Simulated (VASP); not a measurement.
```
CELL_PARAMETERS angstrom
      0.00000     3.53500     3.53500
      3.53500     0.00000     3.53500
      3.53500     3.53500     0.00000
ATOMIC_POSITIONS crystal
  K  0.00000 0.00000 0.00000
  I  0.50000 0.50000 0.50000
```

The base run (VASP): PBE GGA, plane waves, VASP's PBE PAW potentials (set 64). Run with 400 eV cut-off, 6×6×6 Γ-centred mesh, Gaussian smearing of 0.050 eV, potentials K_sv I.

One setting is varied; ΔE counts from the most expensive setting. The base run took about 10 core-seconds. The timings are rough (shared machines, no repeats); factors under 2 mean little.

Pressures at a finite cut-off, here 400 eV, hold a Pulay part, which wasn't tested here.

```tsv
setting	cost over the base run	electronic steps	ΔE (meV/atom)	pressure (GPa)
KGAMMA = .TRUE., KSPACING = 0.8, KPOINTS file removed	about 1/2	13	74.5	1.25
KGAMMA = .FALSE., KSPACING = 0.4, KPOINTS file removed	within a factor of 2	13	0.0	0.59
base run	reference	13	0.0	0.59
KGAMMA = .TRUE., KSPACING = 0.25, KPOINTS file removed	within a factor of 2	13	0.0	0.59
KGAMMA = .FALSE., KSPACING = 0.3, KPOINTS file removed	within a factor of 2	13	0.0	0.59
KGAMMA = .TRUE., KSPACING = 0.2, KPOINTS file removed	within a factor of 2	13	0.0	0.59
```

Left out are runs that failed, have no time on record or changed the cell.

The compound is KI in the rock salt structure. The cell was not relaxed at this level.
